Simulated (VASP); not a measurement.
# GaGeO3 (R-3c) in VASP: notebook

The runs below take GaGeO3 through single point, with PBEsol, PBE.

Program: VASP 6.6.1. These are calculated values, not measurements. Logs are shortened: lines on timing, memory, paths and dates and some standing lists are left out, and cuts for length are marked.

### 1 The crystal as given

It takes space group R-3c (No. 167, trigonal). The conventional cell has a = 4.965 Å, b = 4.965 Å, c = 15.416 Å, α = 90.00°, β = 90.00°, γ = 120.00°. Ga (site symmetry -3) has 6 O at 2.16 Å as nearest neighbours. Ge (site symmetry 32) has 3 O at 1.50 Å as nearest neighbours. O (site symmetry 2) has 1 Ge at 1.50 Å as nearest neighbours.

The cell was built by a generator and needn't be a form met in nature.

### 2 Single point, PBEsol

The input, INCAR:

```
ALGO = Normal
EDIFF = 1E-6
ENCUT = 520
GGA = PS
ISIF = 2
ISMEAR = 0
LASPH = T
LCHARG = F
LREAL = F
LWAVE = F
NBANDS = 56
NELM = 60
PREC = Accurate
SIGMA = 0.0885
```

The input, KPOINTS:

```
k-points
0
Gamma
  4 4 4
```

The input, POSCAR:

```
GaGeO3
1.0
    2.4826130000      4.3000060000      0.0000000000
   -2.4826130000      4.3000060000      0.0000000000
    0.0000000000     -2.8666700000      5.1387510000
Ga Ge O
2 2 6
Direct
    0.0000000000      0.0000000000      0.0000000000
    0.5000000000      0.5000000000      0.5000000000
    0.2500000000      0.2500000000      0.7500000000
    0.7500000000      0.7500000000      0.2500000000
    0.5520100000      0.2500000000      0.7500000000
    0.9479900000      0.5520100000      0.7500000000
    0.2500000000      0.9479900000      0.7500000000
    0.4479900000      0.7500000000      0.2500000000
    0.0520100000      0.4479900000      0.2500000000
    0.7500000000      0.0520100000      0.2500000000
```

Potentials or basis: VASP PAW PBE potentials, release 64 (Ga_d, Ge_d, O).

Command:

```sh
$ cat potpaw_PBE.64/Ga_d/POTCAR potpaw_PBE.64/Ge_d/POTCAR potpaw_PBE.64/O/POTCAR > POTCAR
$ mpirun -np 1 vasp_std > vasp.out
```

OUTCAR:

```text
EDIFF = 1E-6
   ENCUT = 520
   GGA = PS
   ISIF = 2
   ISMEAR = 0
   LASPH = T
   LREAL = F
   NELM = 60
   PREC = Accurate

 ion  position               nearest neighbor table
   1  0.000  0.000  0.000-   7 2.16  10 2.16   9 2.16   6 2.16   5 2.16   8 2.16
   2  0.500  0.500  0.500-   5 2.16   8 2.16   6 2.16   9 2.16   7 2.16  10 2.16
   3  0.250  0.250  0.750-   5 1.50   7 1.50   6 1.50
   4  0.750  0.750  0.250-   8 1.50  10 1.50   9 1.50
   5  0.552  0.250  0.750-   3 1.50   2 2.16   1 2.16
   6  0.948  0.552  0.750-   3 1.50   2 2.16   1 2.16
   7  0.250  0.948  0.750-   3 1.50   1 2.16   2 2.16
   8  0.448  0.750  0.250-   4 1.50   2 2.16   1 2.16
   9  0.052  0.448  0.250-   4 1.50   2 2.16   1 2.16
  10  0.750  0.052  0.250-   4 1.50   1 2.16   2 2.16

  LATTYP: Found a trigonal (rhomboedric) cell.
 ALAT       =     5.8842655648
 COS(alpha) =     0.6439889184

  Lattice vectors:

 A1 = (   2.4826130000,   1.4333360000,   5.1387510000)
 A2 = (  -2.4826130000,   1.4333360000,   5.1387510000)
 A3 = (   0.0000000000,  -2.8666700000,   5.1387510000)

Analysis of symmetry for initial positions (statically):
=====================================================================
 Subroutine PRICEL returns:
 Original cell was already a primitive cell.

 Routine SETGRP: Setting up the symmetry group for a
 trigonal (rhombohedral) supercell.

 Subroutine GETGRP returns: Found 12 space group operations
 (whereof  6 operations were pure point group operations)
 out of a pool of 12 trial point group operations.

The static configuration has the point symmetry S_6 .
 The point group associated with its full space group is D_3d.

Analysis of symmetry for dynamics (positions and initial velocities):
=====================================================================
 Subroutine PRICEL returns:
 Original cell was already a primitive cell.

 Routine SETGRP: Setting up the symmetry group for a
 trigonal (rhombohedral) supercell.

 Subroutine GETGRP returns: Found 12 space group operations
 (whereof  6 operations were pure point group operations)
 out of a pool of 12 trial point group operations.

The dynamic configuration has the point symmetry S_6 .
 The point group associated with its full space group is D_3d.

 Subroutine INISYM returns: Found 12 space group operations
 (whereof  6 operations are pure point group operations),
 and found     1 'primitive' translations

----------------------------------------------------------------------------------------

                                     Primitive cell

  volume of cell :     109.7149

  direct lattice vectors                    reciprocal lattice vectors
     2.482613000  4.300006000  0.000000000     0.201400702  0.116278908  0.064866590
    -2.482613000  4.300006000  0.000000000    -0.201400702  0.116278908  0.064866590
     0.000000000 -2.866670000  5.138751000     0.000000000  0.000000000  0.194599816

  length of vectors
     4.965220932  4.965220932  5.884263652     0.241434673  0.241434673  0.194599816

  position of ions in fractional coordinates (direct lattice)
     0.000000000  0.000000000  0.000000000
     0.500000000  0.500000000  0.500000000
     0.250000000  0.250000000  0.750000000
     0.750000000  0.750000000  0.250000000
     0.552010000  0.250000000  0.750000000
     0.947990000  0.552010000  0.750000000
     0.250000000  0.947990000  0.750000000
     0.447990000  0.750000000  0.250000000
     0.052010000  0.447990000  0.250000000
     0.750000000  0.052010000  0.250000000

  ion indices of the primitive-cell ions
   primitive index   ion index
                 1           1
                 2           2
                 3           3
                 4           4
                 5           5
                 6           6
                 7           7
                 8           8
                 9           9
                10          10

----------------------------------------------------------------------------------------

 KPOINTS: k-points

Automatic generation of k-mesh.
 Grid dimensions read from file:
 generate k-points for:    4    4    4

 Generating k-lattice:

  Cartesian coordinates                     Fractional coordinates (reciprocal lattice)
     0.050350175  0.029069727  0.016216648     0.250000000  0.000000000  0.000000000
    -0.050350175  0.029069727  0.016216648     0.000000000  0.250000000  0.000000000
     0.000000000  0.000000000  0.048649954     0.000000000  0.000000000  0.250000000

  Length of vectors
     0.060358668  0.060358668  0.048649954

  Shift w.r.t. Gamma in fractional coordinates (k-lattice)
     0.000000000  0.000000000  0.000000000

 Subroutine IBZKPT returns following result:
 ===========================================

 Found     13 irreducible k-points:

 Following reciprocal coordinates:
            Coordinates               Weight
  0.000000  0.000000  0.000000      1.000000
  0.250000  0.000000 -0.000000      6.000000
  0.500000  0.000000 -0.000000      3.000000
  0.250000  0.250000 -0.000000      6.000000
  0.500000  0.250000 -0.000000     12.000000
 -0.250000  0.250000  0.000000      6.000000
  0.500000  0.500000 -0.000000      3.000000
  0.000000  0.000000  0.250000      2.000000
  0.250000  0.000000  0.250000      6.000000
  0.500000  0.000000  0.250000      6.000000
  0.250000  0.250000  0.250000      6.000000
  0.500000  0.250000  0.250000      6.000000
  0.000000  0.000000  0.500000      1.000000
   k-points           NKPTS =     13   k-points in BZ     NKDIM =     13   number of bands    NBANDS=     56
   number of dos      NEDOS =    301   number of ions     NIONS =     10
   total plane-waves  NPLWV =  76800
   dimension x,y,z NGX =    40 NGY =   40 NGZ =   48
   dimension x,y,z NGXF=    80 NGYF=   80 NGZF=   96
   ions per type =               2   2   6
   NGX,Y,Z   is equivalent  to a cutoff of  13.39, 13.39, 13.56 a.u.
   NGXF,Y,Z  is equivalent  to a cutoff of  26.79, 26.79, 27.12 a.u.
 SYSTEM =  unknown system
   PREC   = accura    normal or accurate (medium, high low for compatibility)
   ISTART =      0    job   : 0-new  1-cont  2-samecut
   ICHARG =      2    charge: 1-file 2-atom 10-const
   ISPIN  =      1    spin polarized calculation?
   LNONCOLLINEAR =      F non collinear calculations
   LSORBIT =      F    spin-orbit coupling
   LASPH  =      T    aspherical Exc in radial PAW
   ENCUT  =  520.0 eV  38.22 Ry    6.18 a.u.   9.23  9.23 10.94*2*pi/ulx,y,z
   NELM   =     60;   NELMIN=  2; NELMDL= -5     # of ELM steps
   EDIFF  = 0.1E-05   stopping-criterion for ELM
   LREAL  =      F    real-space projection
   EDIFFG = 0.1E-04   stopping-criterion for IOM
   NSW    =      0    number of steps for IOM
   IBRION =     -1    ionic relax: 0-MD 1-quasi-New 2-CG
   NFREE  =      0    steps in history (QN), initial steepest desc. (CG)
   ISIF   =      2    stress and relaxation
   ISYM   =      2    0-nonsym 1-usesym 2-fastsym
   POTIM  = 0.5000    time-step for ionic-motion
   TEBEG  =    0.0;   TEEND  =   0.0 temperature during run
   PSTRESS=    0.0 pullay stress
   NELECT =      90.0000    total number of electrons
   NUPDOWN=      -1.0000    fix difference up-down
   EMIN   =  10.00;   EMAX   =-10.00  energy-range for DOS
   EFERMI =   0.00;   METHOD = LEGACY
   ISMEAR =     0;   SIGMA  =   0.09  broadening in eV -4-tet -1-fermi 0-gaus
   EFERMI_NEDOS =   21; number of points for ismear=-14 and -15
   IALGO  =     38    algorithm
   IMIX   =      4    mixing-type and parameters
     AMIX     =   0.40;   BMIX     =  1.00
     AMIX_MAG =   1.60;   BMIX_MAG =  1.00
  volume/ion in A,a.u.               =      10.97        74.04
  Fermi-wavevector in a.u.,A,eV,Ry     =   1.532500  2.896005 31.954043  2.348556
  Thomas-Fermi vector in A             =   2.639697
   LORBIT       =      0    0 simple, 1 ext, 2 COOP (PROOUT), +10 PAW based schemes
   GGA     = PS    functional components
   LHFCALC =     F    Hartree Fock is set to
   AEXX    =    0.0000 exact exchange contribution
   IVDW    =     0    specifies the selected vdW correction
   LEPSILON=     F    determine dielectric tensor
   LRPA    =     F    only Hartree local field effects (RPA)
 non-spin polarized calculation
 Gauss-broadening in eV      SIGMA  =   0.09
  energy-cutoff  :      520.00
  volume of cell :      109.71
 maximum number of plane-waves:      2982
 NGX is ok and might be reduce to    40
   NGX = 19   NGY = 19   NGZ = 21

 number of electron      90.0000003 magnetization

 Free energy of the ion-electron system (eV)
  ---------------------------------------------------
  ext. energy  EPLUGINS =         0.00000000
  ---------------------------------------------------
  free energy    TOTEN  =       -52.18461237 eV

  energy without entropy =      -52.17145297  energy(sigma->0) =      -52.17803267

 E-fermi :   7.7793     XC(G=0): -11.6401

 val. band max:        7.6035550736   @ k =   0.5000   0.0000   0.2500
 cond. band min:       7.7878112523   @ k =   0.2500   0.2500   0.2500
 fundamental gap:      0.1842561786
 Fermi energy:         7.7793443865

 k-point     1 :       0.0000    0.0000    0.0000
  band No.  band energies     occupation
      1     -20.0124      2.00000
      2     -19.9762      2.00000
      3     -19.9270      2.00000
      4     -19.9270      2.00000
      5     -19.9233      2.00000
      6     -19.9232      2.00000
[... 48 lines left out ...]
     55      14.1919      0.00000
     56      15.0491      0.00000

 k-point     2 :       0.2500    0.0000   -0.0000
  band No.  band energies     occupation
      1     -19.9972      2.00000
      2     -19.9715      2.00000
      3     -19.9272      2.00000
      4     -19.9272      2.00000
      5     -19.9257      2.00000
      6     -19.9238      2.00000
[... 48 lines left out ...]
     55      13.9306      0.00000
     56      14.6582      0.00000
[... 588 lines left out ...]
     55      14.6259      0.00000
     56      14.6259      0.00000

 k-point    13 :       0.0000    0.0000    0.5000
  band No.  band energies     occupation
      1     -19.9934      2.00000
      2     -19.9934      2.00000
      3     -19.9251      2.00000
      4     -19.9251      2.00000
      5     -19.9251      2.00000
      6     -19.9251      2.00000
[... 48 lines left out ...]
     55      14.7481      0.00000
     56      14.7481      0.00000

------------------------ aborting loop because EDIFF is reached ----------------------------------------

  FORCE on cell =-STRESS in cart. coord.  units (eV):
  Direction    XX          YY          ZZ          XY          YZ          ZX
  --------------------------------------------------------------------------------------
  -------------------------------------------------------------------------------------
  Total       62.5253510     62.5251809      3.3411981      0.0000000      0.0000004      0.0000000
  in kB      913.0636728    913.0611878     48.7918356      0.0000000      0.0000063      0.0000000
  external PRESSURE =     624.9722321 kB  Pullay stress =       0.0000000 kB

 VOLUME and BASIS-vectors are now :
 -----------------------------------------------------------------------------
  energy-cutoff  :      520.00
  volume of cell :      109.71
      direct lattice vectors                 reciprocal lattice vectors
     2.482613000  4.300006000  0.000000000     0.201400702  0.116278908  0.064866590
    -2.482613000  4.300006000  0.000000000    -0.201400702  0.116278908  0.064866590
     0.000000000 -2.866670000  5.138751000     0.000000000  0.000000000  0.194599816

 POSITION                                       TOTAL-FORCE (eV/Angst)
 -----------------------------------------------------------------------------------
      0.00000      0.00000      0.00000         0.000000     -0.000000      0.000000
      0.00000      2.86667      2.56938         0.000000     -0.000000      0.000000
      0.00000      0.00000      3.85406         0.000000     -0.000000     -0.000000
      0.00000      5.73334      1.28469         0.000000     -0.000000      0.000000
      0.74977      1.29865      3.85406         6.306713     10.923532      0.000000
      0.98307      4.30001      3.85406       -12.613425     -0.000000     -0.000000
     -1.73284      3.00136      3.85406         6.306713    -10.923532     -0.000000
     -0.74977      4.43470      1.28469        -6.306713    -10.923532     -0.000000
     -0.98307      1.43334      1.28469        12.613425     -0.000000      0.000000
      1.73284      2.73198      1.28469        -6.306713     10.923532      0.000000
 -----------------------------------------------------------------------------------
    total drift:                                0.000000     -0.000000      0.000000

  FREE ENERGIE OF THE ION-ELECTRON SYSTEM (eV)
  ---------------------------------------------------
  free  energy   TOTEN  =       -52.1846123664 eV

  energy  without entropy=      -52.1714529677  energy(sigma->0) =      -52.17803267
```

It took 99 s on 1 thread of AMD EPYC 7R13 (Zen 3), shared host; peak memory 0.25 GiB.

Results:

| Property | Result |
| --- | --- |
| Free energy | -52.1846 eV |
| Pressure | 62.5 GPa |
| Largest force | 12.613 eV/Å |
| Band gap on the k mesh | none (metal or under the smearing width) |

Forces in eV/Å, atoms in the order of the input:
```
Ga    0.000   0.000   0.000
Ga    0.000   0.000   0.000
Ge    0.000   0.000   0.000
Ge    0.000   0.000   0.000
O     6.307  10.924   0.000
O   -12.613   0.000   0.000
O     6.307 -10.924   0.000
O    -6.307 -10.924   0.000
O    12.613   0.000   0.000
O    -6.307  10.924   0.000
```

Caveat: the k mesh is coarse (spacing up to 0.38 Å⁻¹), so the values aren't converged; a pressure of tens of GPa on the cell as given is suspect, and the run, the potentials or the cell itself is likely at fault; the PAW data sets were made with another functional, which shifts forces and pressure a little.

(Part 1 of 2 ends here.)
